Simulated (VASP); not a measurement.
Here is the system:

```
CELL_PARAMETERS angstrom
      1.47772    -2.55949     0.00000
      1.47772     2.55949     0.00000
      0.00000     0.00000     5.46958
ATOMIC_POSITIONS crystal
  Cd 0.33333 0.66667 0.25000
  Cd 0.66667 0.33333 0.75000
```

The numbers are results of PBEsol GGA, VASP's PBE PAW potentials (set 64) (plane waves; VASP), not measurements. Settings: 400 eV cut-off, Gaussian smearing of 0.050 eV, potentials Cd.

Task: Give the energies of bands 11 to 15 at the high-symmetry points, in eV from the Fermi level.

Result: 
| band | Γ | M | K | A | L | H |
|---|---|---|---|---|---|---|
| 11 | -8.43 | -2.52 | -0.05 | -7.59 | -1.69 | 0.96 |
| 12 | -3.19 | -1.94 | -0.05 | -7.59 | -1.69 | 0.96 |
| 13 | -2.78 | 2.17 | 0.30 | 4.15 | 0.13 | 1.61 |
| 14 | 11.32 | 3.07 | 4.56 | 4.15 | 0.13 | 1.61 |
| 15 | 14.48 | 3.49 | 5.19 | 14.82 | 8.51 | 1.85 |

It has no gap at this level: it comes out as a metal or semimetal.

The compound is Cd in the hcp structure. It was relaxed first.
